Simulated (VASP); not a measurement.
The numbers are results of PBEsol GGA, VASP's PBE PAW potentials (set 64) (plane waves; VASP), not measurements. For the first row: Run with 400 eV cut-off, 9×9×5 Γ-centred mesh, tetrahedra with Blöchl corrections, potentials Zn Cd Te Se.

| system | energy (eV/atom) |
|---|---|
| ZnCdTeSe (space group P3m1) | -2.9658 |
| Zn (hcp) | -1.5812 |
| Cd (hcp) | -1.1996 |
| Te (trig) | -3.5255 |
| Se (trig) | -3.8532 |

The references are the elements' solids at the same level; no temperature or zero-point terms are added.      Without a dispersion term in the relaxation, distances and binding between the weakly bound layers, chains or molecules are unreliable, and so is what depends on them. Spin-orbit coupling is left out, which shifts such energies by up to tenths of an eV for the heavy elements here.

### Question
What is the formation energy per atom of ZnCdTeSe?

### Answer
The references average (1×(-1.5812) + 1×(-1.1996) + 1×(-3.5255) + 1×(-3.8532))/4 = -2.5399 eV, so the formation energy is -2.9658 − (-2.5399) = -0.426 eV/atom.
